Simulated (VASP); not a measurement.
Energy against volume of Mo (bcc). These are MS2 meta-GGA, VASP's PBE PAW potentials (set 64) (plane waves; VASP) values and carry that method's errors.

```
V (Å³/atom)  E (eV/atom)
-----------  -----------
14.661         -10.24335
15.129         -10.28298
15.597         -10.29414
16.065         -10.28109
16.533         -10.24738
```

Question: Fit a third-order Birch-Murnaghan equation of state.

Answer: 
| Quantity | Value |
|---|---|
| volume per atom | 15.57 Å³/atom |
| bulk modulus | 2780 kbar |
| pressure derivative of the bulk modulus | 4.34 |
| lattice constant a | 0.3146 nm |

Measured: bulk modulus 265 GPa at 0 K (computed value off by +5.1 %), as given by Vázquez-Parga, Fernández-Martínez, Viñes, J. Chem. Theory Comput. (2023), doi:10.1021/acs.jctc.3c00612, Supporting … [zero-point energy and finite temperature contributions removed]; a 3.141 Å at 0 K (computed value off by +0.2 %), as given by Daniel Mejia-Rodriguez et al., Physical Review B (2018), arXiv:1807.09216 [static lattice: zero-point anharmonic expansion removed].

The compound is Mo in the bcc structure. It was relaxed first.
